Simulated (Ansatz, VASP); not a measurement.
**Cross-check of C (undercooled, nearly rigid carbon at 4800 K) between VASP and Ansatz**

One calculation is typed for both programs; each brings its own data sets. How far apart do they land? Of the first pair: The structure shown is the start of the Ansatz relaxation below; VASP solves that cell, so the two are compared at the walk's first step.

Program: Ansatz 0.2.0. Level of theory: plane waves, with VASP 6.6.1 beside it; single point at PBE. Results are calculated unless marked as measured.

**1. The starting structure**

The cell holds 160 atoms: 160 C. Cell: a = 11.550 Å, b = 11.860 Å, c = 11.731 Å, α = 91.2°, β = 90.6°, γ = 91.3°. As first built, before any earlier steps moved the atoms (in the runner's words): 160 atoms (160 C) placed at random at 1.8 g/cm^3, melted at 5500 K for 10 ps at fixed volume with the LCBOP (Los and Fasolino, Phys. Rev. B 68, 024107 (2003)). Snapshot at the end of a hold of 5 ps at 4800 K and fixed volume.

**2. Ansatz: relaxation, PBE**

Ansatz runs on its default PAW (the set named soft_2) files.

The two programs are compared at the cell with which this relaxation starts, whose forces are those of its first step.

Input file input.yaml:

```yaml
crystal:
  lattice:
    - [11.54948, -0.13123, -0.05931]
    - [-0.13123, 11.859, -0.12474]
    - [-0.05931, -0.12474, 11.72987]
  atoms:
    - { symbol: C, position: [0.6393, 0.89676, 0.49391] }
    - { symbol: C, position: [0.8692, 0.64583, 0.77905] }
    - { symbol: C, position: [0.39542, 0.31043, 0.05777] }
    - { symbol: C, position: [0.18866, 0.27131, 0.3392] }
    - { symbol: C, position: [0.9721, 0.75899, 0.19962] }
    - { symbol: C, position: [0.78276, 0.02394, 0.55768] }
    - { symbol: C, position: [0.90131, 0.13693, 0.27394] }
    - { symbol: C, position: [0.49136, 0.42977, 0.69078] }
    - { symbol: C, position: [0.79657, 0.16356, 0.84952] }
    - { symbol: C, position: [0.02348, 0.30734, 0.22886] }
    - { symbol: C, position: [0.83926, 0.76547, 0.8136] }
    - { symbol: C, position: [0.81878, 0.93125, 0.28457] }
    - { symbol: C, position: [0.02053, 0.2481, 0.86436] }
    - { symbol: C, position: [0.20517, 0.03051, 0.46835] }
    - { symbol: C, position: [0.16759, 0.55495, 0.19744] }
    - { symbol: C, position: [0.58423, 0.13806, 0.17175] }
    - { symbol: C, position: [0.24504, 0.56825, 0.9674] }
    - { symbol: C, position: [0.24538, 0.30106, 0.88968] }
    - { symbol: C, position: [0.31354, 0.11519, 0.05251] }
    - { symbol: C, position: [0.31724, 0.97314, 0.85291] }
    - { symbol: C, position: [0.14786, 0.59016, 0.50293] }
    - { symbol: C, position: [0.08027, 0.32731, 0.34176] }
    - { symbol: C, position: [0.92714, 0.57109, 0.50777] }
    - { symbol: C, position: [0.08878, 0.7884, 0.38336] }
    - { symbol: C, position: [0.84743, 0.83423, 0.05601] }
    - { symbol: C, position: [0.98944, 0.36597, 0.85396] }
    - { symbol: C, position: [0.25958, 0.29671, 0.44356] }
    - { symbol: C, position: [0.53045, 0.90375, 0.97067] }
    - { symbol: C, position: [0.8027, 0.23037, 0.64838] }
    - { symbol: C, position: [0.42743, 0.93915, 0.04532] }
[... 124 atom lines left out ...]
    - { symbol: C, position: [0.50896, 0.4688, 0.99962] }
    - { symbol: C, position: [0.28893, 0.86638, 0.34375] }
    - { symbol: C, position: [0.15056, 0.23044, 0.85169] }
    - { symbol: C, position: [0.73653, 0.78237, 0.88427] }
    - { symbol: C, position: [0.48139, 0.73159, 0.69936] }
    - { symbol: C, position: [0.67669, 0.56834, 0.73715] }
kpoints:
  mp_grid: { grid: [1, 1, 1] }
hamiltonian:
  xc: pbe
scf:
  occupations: { method: fermi_dirac, width: 0.05 }
output:
  forces: true
  eigenvalues: true
  stress: true
relax:
  f_tol: 0.05
  max_steps: 70
```

The run is started by

```
ansatz run input.yaml --threads 4 --pin off --max-ram 8192MiB --backend cpu --events-out ev --progress --plain --runs-dir out
```

Numbers of over 12 decimals in the logs are rounded to 6 here.

The log of the run:

```text
Warning: output.stress: scf.convergence.dr2_threshold = 1e-7 eV (the SCF's general default) is looser than the 1.08e-8 eV advised for a printed stress (1e-10 eV for each atom of the cell: 160, of which 108 are counted). What an SCF threshold leaves in a stress goes as its square root, and in the free energy as the threshold itself, and one threshold admits the most on a small cell: [figures from the program's tests c [...]
Engine: ansatz 0.2.0, x86_64-unknown-linux-gnu
Pseudopotentials: kind: paw
Pseudopotential: C, paw, valence charge 4, recommended cutoff 420 eV (normal), C.paw.azcp
Functional definition: PBE
  parameter kappa = 0.804
  parameter beta = 0.066725
  exchange = pbe_x(kappa = kappa, mu = beta*pi^2/3)
  correlation = pbe_c(beta = beta)
Crystal: 160 atoms, lattice volume = 1606.160 Å³
Basis set: ecut = 420 eV, 31417 PW (Γ), exchange–correlation on 160×160×160 points (8 copies of the dense FFT grid, shifted against one another)
Bands: 480, of which v1, the nominal top of the filled ones, is band 320 counted from 1 (319 counted from 0)
Symmetry: 1 space group operations
Space group: P1 (ITA 1), of the structure as read, at distance tolerance 1.2e-4 Å
k-points: 1
Non-local potential: C, projectors of the file, l = 0: 2, l = 1: 2, l = 2: 1
PAW form: soft (Blöchl's): semilocal exchange-correlation on the pseudo side does not see the compensation charge
PAW one-centre angular grid: C, 110 points (default); XC on 64 Gauss nodes
Initial density: superposition of atomic densities (neutral atoms: chi_scale 0, normalization atom), corrected by the library's trained network
Initial wavefunctions: pseudopotential atomic-orbital guess
Functional: x = pbe(κ = 0.804, μ = 0.219515), c = pbe(β = 0.066725)
SCF iter   1: F=—  HF=-40015.128516 eV  |F-HF|=—  |Δ(HF+E_count)|=         —  Δρ=1.48e-2  dr2=7.29e0  ethr=1.77e-3  ⟨swp⟩=6.0  Hψ=2119  notcnv=0  defer=104
preconditioner: auto → LDOS  [insulator: Δε(μ)=0.248 eV  Ē_g=13.910 eV  σ=0.050 eV  W_gap=0.84  n_scr=354 (ndim 8)  ℏωp=23.4 eV  f_vac=0.124  D(μ)=6.23/eV (n_scr^D=18)  ε∞_Penn≈3.8  β→1.0]
SCF iter   2: F=—  HF=-40015.879821 eV  |F-HF|=—  |Δ(HF+E_count)|=   7.51e-1  Δρ=1.82e-2  dr2=1.81e1  ethr=1.14e-3  ⟨swp⟩=2.0  Hψ=780  notcnv=0  defer=136  recentre
SCF iter   3: F=—  HF=-40014.202510 eV  |F-HF|=—  |Δ(HF+E_count)|=    1.68e0  Δρ=6.23e-3  dr2=1.49e0  ethr=1.14e-3  ⟨swp⟩=2.0  Hψ=587  notcnv=0  defer=136
SCF iter   4: F=—  HF=-40014.056269 eV  |F-HF|=—  |Δ(HF+E_count)|=   1.46e-1  Δρ=1.20e-3  dr2=4.29e-2  ethr=2.34e-4  ⟨swp⟩=2.0  Hψ=564  notcnv=0  defer=136
SCF iter   5: F=—  HF=-40014.052855 eV  |F-HF|=—  |Δ(HF+E_count)|=   3.41e-3  Δρ=6.34e-4  dr2=1.12e-2  ethr=6.70e-6  ⟨swp⟩=2.0  Hψ=602  notcnv=0  defer=136
SCF iter   6: F=—  HF=-40014.051876 eV  |F-HF|=—  |Δ(HF+E_count)|=   9.79e-4  Δρ=3.24e-4  dr2=2.79e-3  ethr=1.76e-6  ⟨swp⟩=2.0  Hψ=600  notcnv=0  defer=136
SCF iter   7: F=—  HF=-40014.051789 eV  |F-HF|=—  |Δ(HF+E_count)|=   8.71e-5  Δρ=1.67e-4  dr2=7.11e-4  ethr=4.35e-7  ⟨swp⟩=2.0  Hψ=431  notcnv=0  defer=136
SCF iter   8: F=—  HF=-40014.051754 eV  |F-HF|=—  |Δ(HF+E_count)|=   3.44e-5  Δρ=7.81e-5  dr2=1.35e-4  ethr=1.11e-7  ⟨swp⟩=3.0  Hψ=698  notcnv=0  defer=136
SCF iter   9: F=-40014.051722 eV  HF=-40014.051751 eV  |F-HF|=2.96e-5  |Δ(HF+E_count)|=   3.01e-6  Δρ=4.12e-5  dr2=4.10e-5  ethr=9.77e-9  ⟨swp⟩=20.0  Hψ=3164  notcnv=0
SCF 1 converged in 9 iterations: F = -40014.051722 eV  dr2 = 4.10e-5
  greatest PAW one-centre occupation: 0.705 electrons in one spin orbital (limit 2), on the C atom at site 94 (counted from 0), in its partial waves of l = 0
relax step   1: F+E_penalty+E_count = -40014.05172170 eV  Δ(F+E_penalty+E_count) = +0.000e0 eV  max|allowed force component| = 6.115e-1 eV/Å  Δτ_max = 0.0000 Å  (9 SCF iters, dr2 threshold 6.25e-5 eV, accepted)
Initial density: handed on by an earlier stage of this run
Initial wavefunctions: those handed on with the density
iter 1 solved again at ethr=8.01e-5 eV; its pass at ethr=3.10e-3 eV (dr2=5.13e-1 eV) is discarded
[...]
- { symbol: C, position: [0.456638, 0.595352, 0.227183] }
    - { symbol: C, position: [0.197184, 0.122749, 0.544385] }
    - { symbol: C, position: [0.375877, 0.739198, 0.089382] }
    - { symbol: C, position: [0.487492, 0.395006, 0.091997] }
    - { symbol: C, position: [0.722713, 0.867239, 0.231814] }
    - { symbol: C, position: [0.032155, 0.634656, 0.504183] }
    - { symbol: C, position: [0.028145, 0.835634, 0.589908] }
    - { symbol: C, position: [0.104476, 0.350484, 0.140950] }
    - { symbol: C, position: [0.150070, 0.464518, 0.124897] }
    - { symbol: C, position: [0.753533, 0.744682, 0.216189] }
    - { symbol: C, position: [0.810105, 0.755438, 0.556662] }
    - { symbol: C, position: [0.543257, 0.410555, 0.209723] }
    - { symbol: C, position: [0.184386, 0.805659, 0.311719] }
    - { symbol: C, position: [0.859672, 0.761460, 0.145001] }
    - { symbol: C, position: [0.050704, 0.416253, 0.428240] }
    - { symbol: C, position: [0.048873, 0.033822, 0.646932] }
    - { symbol: C, position: [0.391248, 0.876019, 0.276943] }
    - { symbol: C, position: [0.251889, 0.404726, 0.490908] }
    - { symbol: C, position: [0.068030, 0.748951, 0.133360] }
    - { symbol: C, position: [0.637024, 0.886897, 0.042738] }
    - { symbol: C, position: [0.267656, 0.820550, 0.104953] }
    - { symbol: C, position: [0.635068, 0.600309, 0.852970] }
    - { symbol: C, position: [0.220781, 0.898520, 0.017635] }
    - { symbol: C, position: [0.511685, 0.771031, 0.912405] }
[...]
- { symbol: C, position: [0.559091, 0.525081, 0.914023] }
    - { symbol: C, position: [0.318122, 0.989310, 0.988693] }
    - { symbol: C, position: [0.509331, 0.469146, 0.997953] }
    - { symbol: C, position: [0.288217, 0.867037, 0.342165] }
    - { symbol: C, position: [0.150802, 0.230922, 0.850342] }
    - { symbol: C, position: [0.735102, 0.782604, 0.885828] }
    - { symbol: C, position: [0.478535, 0.735762, 0.699051] }
    - { symbol: C, position: [0.674937, 0.569952, 0.737152] }
```

**3. VASP: single point, PBE, start cell, pair 1**

The same cell, functional, mesh and smearing now go to VASP, with its own data sets.

Lines of VASP's logs that name or quote its potential files are left out, and so is its time.

Input file INCAR:

```
SYSTEM = C
PREC = Accurate
ENCUT = 520
EDIFF = 1E-06
NELM = 120
ISMEAR = -1
SIGMA = 0.05
LREAL = Auto
ALGO = Normal
GGA = PE
NBANDS = 432
LORBIT = 11
LWAVE = .FALSE.
LCHARG = .FALSE.
ISIF = 2
LASPH = .TRUE.
GGA_COMPAT = .FALSE.
EFERMI = MIDGAP
```

Input file POSCAR:

```
C
1.0
   11.5494800000     -0.1312300000     -0.0593100000
   -0.1312300000     11.8590000000     -0.1247400000
   -0.0593100000     -0.1247400000     11.7298700000
C
160
Direct
    0.6392994166      0.8967624059      0.4939082011
    0.8691956703      0.6458337802      0.7790464260
    0.3954173141      0.3104306668      0.0577734725
    0.1886597326      0.2713103303      0.3391966543
    0.9720993389      0.7589905856      0.1996212829
    0.7827640244      0.0239385365      0.5576798232
    0.9013060713      0.1369296913      0.2739362902
    0.4913614220      0.4297705690      0.6907793715
    0.7965682822      0.1635637622      0.8495189980
    0.0234820883      0.3073387210      0.2288627372
    0.8392592238      0.7654713608      0.8136033359
    0.8187801553      0.9312459160      0.2845662796
    0.0205310975      0.2480997501      0.8643630034
    0.2051678452      0.0305123576      0.4683491476
    0.1675864200      0.5549474007      0.1974415479
    0.5842258148      0.1380632179      0.1717472094
    0.2450368005      0.5682460646      0.9674034023
    0.2453768485      0.3010607337      0.8896780286
    0.3135405607      0.1151864688      0.0525124704
    0.3172429128      0.9731363169      0.8529084040
    0.1478573696      0.5901626299      0.5029285326
    0.0802739673      0.3273096704      0.3417590866
    0.9271378189      0.5710859309      0.5077742382
    0.0887831710      0.7884030571      0.3833641061
    0.8474318930      0.8342267916      0.0560127807
    0.9894363123      0.3659723961      0.8539595805
    0.2595826782      0.2967109181      0.4435605483
    0.5304541498      0.9037517896      0.9706667878
    0.8027016443      0.2303666235      0.6483826476
    0.4274332883      0.9391470878      0.0453202189
[... 124 atom lines left out ...]
    0.5089586422      0.4687986109      0.9996158760
    0.2889292530      0.8663795596      0.3437470816
    0.1505569326      0.2304407614      0.8516867376
    0.7365281253      0.7823727527      0.8842703849
    0.4813883803      0.7315887381      0.6993606514
    0.6766887777      0.5683407949      0.7371462124
```

Input file KPOINTS:

```
Automatic mesh
0
Gamma
1 1 1
0 0 0
```

PAW data sets: C (PBE family, release 64).

The run is started by

```
export OMP_NUM_THREADS=3
mpirun -np 1 vasp_gam
```

The log of the run:

```text
[banner, memory and clock lines left out]
running    1 mpi-ranks, on    1 nodes
[...]
Offloading initialized ...    1 GPUs detected
[...]
LDA part: xc-table for (Slater+PW92), standard interpolation
 POSCAR, INCAR and KPOINTS ok, starting setup
[...]
entering main loop
       N       E                     dE             d eps       ncg     rms          rms(c)
DAV:   1     0.458373381488E+04    0.45837E+04   -0.36416E+05   864   0.145E+03
DAV:   2    -0.950257376359E+03   -0.55340E+04   -0.52216E+04  1096   0.335E+02
DAV:   3    -0.140303097767E+04   -0.45277E+03   -0.43919E+03  1024   0.951E+01
DAV:   4    -0.141824996862E+04   -0.15219E+02   -0.15069E+02  1072   0.184E+01
[...]
DAV:  20    -0.133968796881E+04    0.42366E-05   -0.79039E-06   912   0.510E-03    0.515E-03
DAV:  21    -0.133968796722E+04    0.15935E-05   -0.28479E-06   736   0.290E-03    0.287E-03
DAV:  22    -0.133968796690E+04    0.32129E-06   -0.91775E-07   600   0.171E-03
   1 F= -.13396880E+04 E0= -.13396149E+04  d E =-.146198E+00
```

Parts of OUTCAR (step 3):

```text
  FREE ENERGIE OF THE ION-ELECTRON SYSTEM (eV)
  ---------------------------------------------------
  free  energy   TOTEN  =     -1339.6879668978 eV

  energy  without entropy=    -1339.5417685239  energy(sigma->0) =    -1339.61486771
```

The run ends at a pressure of -6.25 GPa, with forces up to 0.63 eV/Å.

**4. Differences**

Known differences besides the potentials themselves: the cutoff is 420 eV in Ansatz and 520 eV in VASP (PREC = Accurate, projectors in real space). Total energies have different zeros and are not compared.

Forces on 10 of the 160 atoms, those with the largest forces and the largest differences (eV/Å; atoms numbered as in POSCAR):

```
atom          Ansatz x, y, z            VASP x, y, z
 C14   0.436, -0.353, -0.060   0.422, -0.331, -0.045
 C32     0.346, 0.206, 0.355     0.316, 0.201, 0.341
 C39   -0.459, 0.004, -0.069  -0.391, -0.020, -0.059
 C44    -0.352, 0.430, 0.047    -0.329, 0.403, 0.029
 C71  -0.426, -0.213, -0.245  -0.399, -0.189, -0.228
C144    0.456, -0.032, 0.169    0.390, -0.044, 0.130
C146    0.176, 0.376, -0.391    0.166, 0.353, -0.366
C150  -0.356, -0.029, -0.495  -0.332, -0.029, -0.466
C152  -0.273, -0.079, -0.612  -0.262, -0.074, -0.572
C153   -0.394, -0.079, 0.155   -0.332, -0.047, 0.132
```

The forces differ by 17 meV/Å r.m.s., which is 11.3 % of the r.m.s. force of 0.152 eV/Å (both taken over all components).

**5. Ansatz: relaxation, PBE**

This run makes the geometry at which the two programs are then compared.

The structure compared here is the end of the Ansatz relaxation.

input.yaml is that of step 2.

The run is started by

```
ansatz run input.yaml --threads 4 --pin off --max-ram 8192MiB --backend cpu --events-out ev --progress --plain --runs-dir out
```

The log of the run:

```text
[...]
Crystal: 160 atoms, lattice volume = 1606.160 Å³
Basis set: ecut = 420 eV, 31417 PW (Γ), exchange–correlation on 160×160×160 points (8 copies of the dense FFT grid, shifted against one another)
Bands: 480, of which v1, the nominal top of the filled ones, is band 320 counted from 1 (319 counted from 0)
Symmetry: 1 space group operations
[...]
k-points: 1
[...]
- { symbol: C, position: [0.197184, 0.122749, 0.544385] }
    - { symbol: C, position: [0.375877, 0.739198, 0.089382] }
    - { symbol: C, position: [0.487492, 0.395006, 0.091997] }
    - { symbol: C, position: [0.722713, 0.867239, 0.231814] }
    - { symbol: C, position: [0.032155, 0.634656, 0.504183] }
    - { symbol: C, position: [0.028145, 0.835634, 0.589908] }
    - { symbol: C, position: [0.104476, 0.350484, 0.140950] }
[...]
- { symbol: C, position: [0.150802, 0.230922, 0.850342] }
    - { symbol: C, position: [0.735102, 0.782604, 0.885828] }
    - { symbol: C, position: [0.478535, 0.735762, 0.699051] }
    - { symbol: C, position: [0.674937, 0.569952, 0.737152] }
```

**6. VASP: single point, PBE, relaxed cell, pair 2**

The same cell, functional, mesh and smearing now go to VASP, with its own data sets.

INCAR: that of step 3 with these lines changed.

```diff
@@ -2,3 +2,3 @@
 PREC = Accurate
-ENCUT = 520
+ENCUT = 600
 EDIFF = 1E-06
```

Input file POSCAR:

```
C
1.0
   11.5494800000     -0.1312300000     -0.0593100000
   -0.1312300000     11.8590000000     -0.1247400000
   -0.0593100000     -0.1247400000     11.7298700000
C
160
Direct
    0.6397300000      0.8965300000      0.4924400000
    0.8678800000      0.6458900000      0.7813500000
    0.3982200000      0.3100400000      0.0559100000
    0.1885800000      0.2731300000      0.3410800000
    0.9727400000      0.7597800000      0.1980200000
    0.7821100000      0.0217100000      0.5589200000
    0.9046200000      0.1353300000      0.2722600000
    0.4926500000      0.4288400000      0.6918200000
    0.7979000000      0.1624000000      0.8490000000
    0.0271300000      0.3062500000      0.2282600000
    0.8379900000      0.7658200000      0.8146800000
    0.8210800000      0.9321100000      0.2817700000
    0.0208800000      0.2478800000      0.8629000000
    0.2085900000      0.0294400000      0.4698500000
    0.1698000000      0.5545800000      0.1940600000
    0.5849600000      0.1387100000      0.1736000000
    0.2449700000      0.5672600000      0.9672300000
    0.2456500000      0.3004000000      0.8889100000
    0.3172300000      0.1157400000      0.0546100000
    0.3151800000      0.9725600000      0.8530500000
    0.1452900000      0.5903500000      0.5039000000
    0.0805000000      0.3287400000      0.3418400000
    0.9258500000      0.5711800000      0.5083200000
    0.0889700000      0.7884900000      0.3818600000
    0.8461900000      0.8344700000      0.0564400000
    0.9891400000      0.3657700000      0.8534700000
    0.2563300000      0.2969800000      0.4469200000
    0.5300600000      0.9051700000      0.9721900000
    0.8035500000      0.2270900000      0.6475300000
    0.4258000000      0.9376300000      0.0449500000
[... 124 atom lines left out ...]
    0.5093300000      0.4691500000      0.9979500000
    0.2882200000      0.8670400000      0.3421700000
    0.1508000000      0.2309200000      0.8503400000
    0.7351000000      0.7826000000      0.8858300000
    0.4785300000      0.7357600000      0.6990500000
    0.6749400000      0.5699500000      0.7371500000
```

KPOINTS is that of step 3.

The run is started by

```
export OMP_NUM_THREADS=3
mpirun -np 1 vasp_gam
```

The log of the run:

```text
[... set-up lines as in an earlier step ...]
 entering main loop
       N       E                     dE             d eps       ncg     rms          rms(c)
DAV:   1     0.494805618299E+04    0.49481E+04   -0.39520E+05   864   0.163E+03
DAV:   2    -0.906652995029E+03   -0.58547E+04   -0.55288E+04  1072   0.351E+02
DAV:   3    -0.140472596251E+04   -0.49807E+03   -0.48172E+03  1040   0.999E+01
DAV:   4    -0.142188959092E+04   -0.17164E+02   -0.16975E+02  1056   0.196E+01
[...]
DAV:  20    -0.134025307259E+04    0.66482E-05   -0.11789E-05   920   0.654E-03    0.509E-03
DAV:  21    -0.134025307040E+04    0.21921E-05   -0.32911E-06   768   0.330E-03    0.283E-03
DAV:  22    -0.134025306994E+04    0.46614E-06   -0.92689E-07   632   0.190E-03
   1 F= -.13402531E+04 E0= -.13401799E+04  d E =-.146297E+00
```

Parts of OUTCAR (step 6):

```text
  FREE ENERGIE OF THE ION-ELECTRON SYSTEM (eV)
  ---------------------------------------------------
  free  energy   TOTEN  =     -1340.2530699358 eV

  energy  without entropy=    -1340.1067724988  energy(sigma->0) =    -1340.17992122
```

The run ends at a pressure of -4.30 GPa, with forces up to 0.072 eV/Å.

**7. Side by side**

What differs besides the data sets and the points named for the pairs above, as far as they apply: the cutoff is 420 eV in Ansatz and 600 eV in VASP (PREC = Accurate, projectors in real space). Total energies have different zeros and are not compared.

Compared:

```
              quantity  Ansatz   VASP  difference
        pressure (GPa)   -4.27  -4.30       +0.03
gap on the k mesh (eV)   0.101  0.101       0.000
```

At this near-relaxed geometry the largest component of a force difference is 69 meV/Å. A gap on the mesh is an upper bound, since the band edges may lie between its points.

**8. What came out**

| Item | Value |
| --- | --- |
| r.m.s. force difference (single point, PBE, start cell, pair 1) | 17 meV/Å |
| r.m.s. force difference (single point, PBE, relaxed cell, pair 2) | 17 meV/Å |

The r.m.s. force difference is 17 meV/Å (single point, PBE, start cell, pair 1), beyond the 12 meV/Å picked in this series as the mark of a large difference. What causes the difference of the single point, PBE, start cell, pair 1 pair stays open here. What causes the difference of the single point, PBE, relaxed cell, pair 2 pair stays open here. Such differences can come from data sets, numerical settings and the points named under the comparisons, not from the functional's error against experiment.

[Lines on the potential files, build, host, timing and source positions are cut from VASP's logs without a mark.]

[Logs are printed without paths, hosts, clocks, repeated set-up lines and the standing remarks that a program may print on its own settings, such as how far it seeks lower states.]

[Hosts, paths, dates, database ids (printed as entryN), source tags and the programs' standing remarks are cut or masked in the printed files.]
